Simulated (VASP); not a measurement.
Input:

```
CELL_PARAMETERS angstrom
      3.69908     0.00000     0.00000
     -1.84954     3.20350     0.00000
      0.00000     0.00000     5.70210
ATOMIC_POSITIONS crystal
  Ru 0.33333 0.66667 0.99243
  Ru 0.66667 0.33333 0.49243
  P  0.33333 0.66667 0.38257
  P  0.66667 0.33333 0.88257
```

All values below come from LDA (Ceperley-Alder, Perdew-Zunger), VASP's LDA PAW potentials (set 64) (plane waves; VASP). Settings: 400 eV cut-off, 11×11×6 Γ-centred mesh, tetrahedra with Blöchl corrections, potentials Ru_pv P.

Q: Estimate the energy per atom (σ→0), band gap (on the k-mesh) with the smallest direct gap where there is one.

A: 
```yaml
band gap (on the k-mesh): none (metal, semimetal or under 0.01 eV)
energy per atom (σ→0): -8.515 eV/atom
```

The absolute energy has meaning only against runs of the same code, potentials and settings.

The structure was generated: RuP was put into the wurtzite type (P6_3mc), which need not be its known phase. It was relaxed first, which changed the volume by -32 %.
